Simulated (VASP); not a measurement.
A run of VASP 6.6.1:

Contents of INCAR:

```
SYSTEM = SrCuSi
PREC = Accurate
ENCUT = 520
EDIFF = 1E-6
ISMEAR = 0
SIGMA = 0.1
LREAL = .False.
LASPH = .True.
NELM = 100
ALGO = Normal
ISIF = 2
LWAVE = .False.
LCHARG = .False.
GGA = PS
NBANDS = 34
```

Contents of KPOINTS:

```
Automatic mesh
0
Gamma
  6 6 2
  0 0 0
```

The input POSCAR:

```
SrCuSi
1.0
    4.0888435948      0.0000000000      0.0000000000
   -2.0444217974      3.5410424252      0.0000000000
    0.0000000000      0.0000000000      9.3650195400
Sr Si Cu
2 2 2
Direct
    0.0000000000      0.0000000000      0.5000000000
    0.0000000000      0.0000000000      0.0000000000
    0.6666666700      0.3333333300      0.7500000000
    0.3333333300      0.6666666700      0.2500000000
    0.6666666700      0.3333333300      0.2500000000
    0.3333333300      0.6666666700      0.7500000000
```

Potentials or basis: VASP PAW PBE potentials, release 64 (Sr_sv, Si, Cu).

The run is started by

```sh
$ cat potpaw_PBE.64/Sr_sv/POTCAR potpaw_PBE.64/Si/POTCAR potpaw_PBE.64/Cu/POTCAR > POTCAR
$ mpirun -np 1 vasp_std > vasp.out
```

Hardware: 1 thread of Intel(R) Xeon(R) 6975P-C (Granite Rapids), on a shared host.

**Question.** How long does it take, and how much memory?

**Answer.** Run time: 60 s on 1 thread of Intel(R) Xeon(R) 6975P-C (Granite Rapids), on a shared host, peak memory 0.27 GiB. Counts: scf iterations 20, k points 14.
